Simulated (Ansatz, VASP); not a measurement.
**TiSiTe4 in VASP and in Ansatz**

```xyz
6
Lattice="4.3443 0.0000 0.0000 -2.1722 3.7623 0.0000 0.0000 0.0000 10.0012" Properties=species:S:1:pos:R:3 pbc="T T T"
Ti    0.0000    0.0000    8.7380
Si    0.0000    0.0000    4.4051
Te    0.0000    2.5082    4.2334
Te    2.1722    1.2541    4.2334
Te    0.0000    2.5082    9.3304
Te    2.1722    1.2541    9.3304
```

Alike in both runs: task single point; functional PBE; k mesh 6 × 6 × 2; occupations gaussian, width 0.1 eV; no spin polarisation.

```csv
,VASP,Ansatz
version,VASP 6.6.1,Ansatz 0.2.0
potentials or method,"VASP PAW PBE potentials, release 64 (Ti_sv, Si, Te)","scalar-relativistic, plane waves, PAW"
plane-wave cutoff (eV),520,420
valence electrons in the cell,40,80
```

```csv
,VASP,Ansatz,Ansatz less VASP
gap on the k mesh at the Fermi level (eV),none,none,-
rms of the force components (eV/Å),0.661,0.656,-0.0051
```

Atom by atom the forces differ by 0.006 eV/Å (rms over components). A gap of «none» marks a metal or a gap that the smearing closes. The two sets of potentials don't hold the same shells in valence.

Caveats: forces of over 1 eV/Å show positions far from the minimum, so gaps and moduli don't describe the material at rest. Spin-orbit coupling is left out, which matters for the levels of Te.
